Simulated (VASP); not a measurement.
The system is GaN.

```
Ga N
1.0
     3.18000    0.00000    0.00000
    -1.59000    2.75396    0.00000
     0.00000    0.00000    5.16600
Ga N
2 2
Direct
  0.33333 0.66667 0.00000
  0.66667 0.33333 0.50000
  0.33333 0.66667 0.37500
  0.66667 0.33333 0.87500
```

| Item | Value |
| --- | --- |
| Program | VASP 6.6.1 |
| Task | relaxation of cell and atoms |
| Functional | PBE |
| Potentials or basis | VASP PAW PBE potentials, release 64 (Ga_d, N) |
| Cutoff | 700 eV |
| k mesh | 12 × 12 × 6 |
| Occupations | gaussian, width 0.02 eV |
| Spin | no spin polarisation |

At the start: pressure 7.2 GPa; volume 11.31 Å³/atom.

Task: Where does the relaxation end?

Result: Over 8 steps the energy falls by 10.0 meV/atom and the volume is 11.75 Å³/atom (+3.9 %); space group P6_3mc (No. 186, to 0.05 Å).

Step by step:
```csv
step,energy change (eV),largest force (eV/Å),pressure (GPa),volume (Å³)
1,0.0000,0.1346,7.21,45.24
2,-0.0106,0.0615,-5.43,48.66
3,-0.0401,0.0117,-0.04,47.03
4,-0.0401,0.0137,0.11,46.99
5,-0.0402,0.0070,0.10,46.99
6,-0.0402,0.0016,0.10,46.99
7,-0.0402,0.0006,-0.09,47.04
8,-0.0402,0.0004,0.01,47.02
```

Final structure:
```
CELL_PARAMETERS angstrom
3.21789 0.00000 0.00000
-1.60895 2.78678 0.00000
0.00000 0.00000 5.24306
ATOMIC_POSITIONS crystal
Ga 0.33333 0.66667 0.99915
Ga 0.66667 0.33333 0.49915
N 0.33333 0.66667 0.37585
N 0.66667 0.33333 0.87585
```
